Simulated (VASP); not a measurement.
Level of theory: PBE GGA, VASP's PBE PAW potentials (set 64) (plane waves; VASP).

Input for VASP

INCAR:
```
ENCUT=520   # plane-wave cut-off (eV)
SYSTEM=Ir
LWAVE=F
ALGO=Normal   # blocked Davidson
NELM=100
SIGMA=0.1   # width (eV)
LCHARG=F
LASPH=T
GGA=PE
ISMEAR=1
PREC=Accurate
EDIFF=1E-7   # SCF stop (eV)
LMAXMIX=6   # l cut-off of mixed one-centre charges
LREAL=F
ISIF=2   # forces and stress, cell fixed
```

File POSCAR:
```
Ir
1
    0.0000000000     1.9164068704     1.9164068704
    1.9164068704     0.0000000000     1.9164068704
    1.9164068704     1.9164068704     0.0000000000
Ir
1
Direct
  0.0000000000   0.0000000000   0.0000000000
```

**KPOINTS**
```
Automatic mesh
0
Gamma
16 16 16
0 0 0
```

POTCAR, in this order: Ir (PBE.64 set). Program: vasp_std.

The run wrote:

OUTCAR:
```
 ion  position               nearest neighbor table
   1  0.000  0.000  0.000-
  LATTYP: Found a face centered cubic cell.
 ALAT       =     3.8328137408
 Subroutine PRICEL returns:
 Original cell was already a primitive cell.
 Subroutine GETGRP returns: Found 48 space group operations
The static configuration has the point symmetry O_h .
The dynamic configuration has the point symmetry O_h .
 Subroutine INISYM returns: Found 48 space group operations
 Subroutine IBZKPT returns following result:
 Found    145 irreducible k-points:

 Following reciprocal coordinates:
            Coordinates               Weight
  0.000000  0.000000  0.000000      1.000000
  0.062500  0.000000  0.000000      8.000000
  0.125000  0.000000  0.000000      8.000000
  0.187500  0.000000  0.000000      8.000000
  0.250000  0.000000  0.000000      8.000000
  0.312500  0.000000  0.000000      8.000000
  0.375000  0.000000  0.000000      8.000000
  0.437500  0.000000  0.000000      8.000000
  0.500000  0.000000  0.000000      4.000000
  0.062500  0.062500  0.000000      6.000000
...
```

File OSZICAR:
```
       N       E                     dE             d eps       ncg     rms          rms(c)
DAV:   1     0.449096316068E+02    0.44910E+02   -0.45267E+03  2328   0.102E+03
DAV:   2    -0.873640925256E+01   -0.53646E+02   -0.51990E+02  2344   0.211E+02
DAV:   3    -0.936732246338E+01   -0.63091E+00   -0.63042E+00  3248   0.310E+01
DAV:   4    -0.937217658464E+01   -0.48541E-02   -0.48526E-02  3072   0.207E+00
DAV:   5    -0.937221211551E+01   -0.35531E-04   -0.35532E-04  3400   0.105E-01    0.155E+01
DAV:   6    -0.891805717236E+01    0.45415E+00   -0.92864E-01  2736   0.136E+01    0.648E+00
DAV:   7    -0.883083798412E+01    0.87219E-01   -0.30530E-01  2992   0.726E+00    0.157E+00
DAV:   8    -0.882517974137E+01    0.56582E-02   -0.23087E-03  2600   0.769E-01    0.477E-01
DAV:   9    -0.882446179027E+01    0.71795E-03   -0.72284E-04  3056   0.446E-01    0.129E-02
DAV:  10    -0.882446861044E+01   -0.68202E-05   -0.42598E-06  3184   0.213E-02    0.394E-03
DAV:  11    -0.882446871868E+01   -0.10823E-06   -0.11840E-07  2680   0.415E-03    0.480E-04
DAV:  12    -0.882446864035E+01    0.78329E-07   -0.69304E-09  1504   0.999E-04
   1 F= -.88244686E+01 E0= -.88243632E+01  d E =-.316293E-03
```

**OUTCAR**
```
------------------------ aborting loop because EDIFF is reached ----------------------------------------
  FORCE on cell =-STRESS in cart. coord.  units (eV):
  Direction    XX          YY          ZZ          XY          YZ          ZX
  --------------------------------------------------------------------------------------
  Total        1.0482017      1.0482017      1.0482017      0.0000000      0.0000000      0.0000000
  in kB      119.3060013    119.3060013    119.3060013      0.0000000      0.0000000      0.0000000
  external PRESSURE =     119.3060013 kB  Pullay stress =       0.0000000 kB
  volume of cell :       14.08
      direct lattice vectors                 reciprocal lattice vectors
     0.000000000  1.916406870  1.916406870    -0.260904930  0.260904930  0.260904930
     1.916406870  0.000000000  1.916406870     0.260904930 -0.260904930  0.260904930
     1.916406870  1.916406870  0.000000000     0.260904930  0.260904930 -0.260904930
 POSITION                                       TOTAL-FORCE (eV/Angst)
 -----------------------------------------------------------------------------------
      0.00000      0.00000      0.00000         0.000000      0.000000      0.000000
 -----------------------------------------------------------------------------------
    total drift:                               -0.000000     -0.000000     -0.000000
  FREE ENERGIE OF THE ION-ELECTRON SYSTEM (eV)
  ---------------------------------------------------
  free  energy   TOTEN  =        -8.8244686403 eV

  energy  without entropy=       -8.8241523477  energy(sigma->0) =       -8.82436321
```
(Selected blocks of OUTCAR.)

The compound is Ir in the fcc structure. This cell is one point of a volume scan, at 0.97 of the reference volume.
